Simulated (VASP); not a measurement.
A run of VASP 6.6.1 is set up as follows.

INCAR

```
SYSTEM = P2S
PREC     = Accurate       ! precision mode
ENCUT    = 600            ! plane-wave cutoff, eV
EDIFF    = 1E-6           ! SCF threshold, eV
ISMEAR   = -1             ! smearing method
SIGMA    = 0.05           ! smearing width, eV
LREAL    = .FALSE.        ! projectors in reciprocal space
LASPH    = .TRUE.         ! aspherical terms in the spheres
NELM     = 80             ! most SCF steps
ALGO     = Normal         ! electronic algorithm
ISIF     = 3              ! what is computed and relaxed
LWAVE    = .FALSE.        ! write WAVECAR
LCHARG   = .FALSE.        ! write CHGCAR
GGA      = PE             ! functional
IBRION   = 2              ! ionic algorithm
NSW      = 60             ! ionic steps
EDIFFG   = -0.01          ! ionic threshold
PSTRESS  = 50
```

Contents of KPOINTS:

```
regular mesh
0
G
  6 6 3
  0 0 0
```

File POSCAR:

```
P2S
1.0
    3.3294100000      0.0000000000      0.0000000000
    0.0000000000      3.3294100000      0.0000000000
    0.0000000000      0.0000000000      9.1991400000
P S
4 2
Direct
    0.0000000000      0.5000000000      0.3030700000
    0.0000000000      0.5000000000      0.8030700000
    0.5000000000      0.0000000000      0.6969300000
    0.5000000000      0.0000000000      0.1969300000
    0.0000000000      0.0000000000      0.0000000000
    0.5000000000      0.5000000000      0.5000000000
```

Potentials or basis: VASP PAW PBE potentials, release 64 (P, S).

Launch:

```console
$ cat potpaw_PBE.64/P/POTCAR potpaw_PBE.64/S/POTCAR > POTCAR
$ mpirun -np 1 vasp_std > vasp.out
```

Task: What does it give for the band gap on the k mesh?

Result: None (metal or under the smearing width).

Task: What does it give for the relaxed volume?

Result: 16.12 Å³/atom.

Task: What does it give for the relaxed cell?

Result: a = 3.311 Å, b = 3.311 Å, c = 8.821 Å, α = 90.00°, β = 90.00°, γ = 90.00°.

Final structure:
```
CELL_PARAMETERS angstrom
3.31099 0.00000 0.00000
0.00000 3.31099 0.00000
0.00000 0.00000 8.82097
ATOMIC_POSITIONS crystal
P 0.00000 0.50000 0.29751
P 0.00000 0.50000 0.79751
P 0.50000 0.00000 0.70249
P 0.50000 0.00000 0.20249
S 0.00000 0.00000 0.00000
S 0.50000 0.50000 0.50000
```

Caveat: the cell is relaxed towards a set pressure, so the enthalpy falls and the energy may rise.
